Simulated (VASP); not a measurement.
The cell holds one Ni₃Fe (L1_2) (100) slab, with vacuum along c, ions free to move until forces fall under 0.03 eV/Å, no reconstruction beyond this cell, dipole correction on.

```xyz
12
Lattice="3.4872 0.0000 0.0000 0.0000 3.4872 0.0000 0.0000 0.0000 25.1965" Properties=species:S:1:pos:R:3 pbc="T T T"
Fe     0.0000     3.4872     8.2311
Fe     0.0000     3.4872    11.7372
Fe     0.0000     0.0000    15.2633
Ni     1.7436     1.7436     8.3211
Ni     0.0000     1.7436     9.9850
Ni     1.7436     0.0000     9.9850
Ni     1.7436     1.7436    11.7368
Ni     0.0000     1.7436    13.4709
Ni     1.7436     0.0000    13.4709
Ni     1.7436     1.7436    15.2091
Ni     0.0000     1.7436    16.8843
Ni     1.7436     0.0000    16.8843
```
Starting moments (μB, in the order of the record's atoms Fe Fe Fe Ni Ni Ni Ni Ni Ni Ni Ni Ni): 3.0 3.0 3.0 0.7 0.7 0.7 0.7 0.7 0.7 0.7 0.7 0.7.

Level of theory: PBEsol GGA, VASP's PBE PAW potentials (set 64) (plane waves; VASP). Numerical set-up: 400 eV cut-off, 8×8×1 Γ-centred mesh, first-order Methfessel-Paxton smearing of 0.10 eV, potentials Fe Ni.

Slab and bulk use different k-meshes, so the surface energy is good to a few per cent at best.

```yaml
surface energy (mean of the two faces): 2.70 J/m²
work_function: 4.87 eV at the top face and 4.84 eV at the bottom face
band gap (on the k-mesh): none (metal, semimetal or under 0.01 eV)
cell_moment: 13.98 μB
```

The cell is a thin slab with vacuum, built from Ni3Fe (L1_2): (100) face.
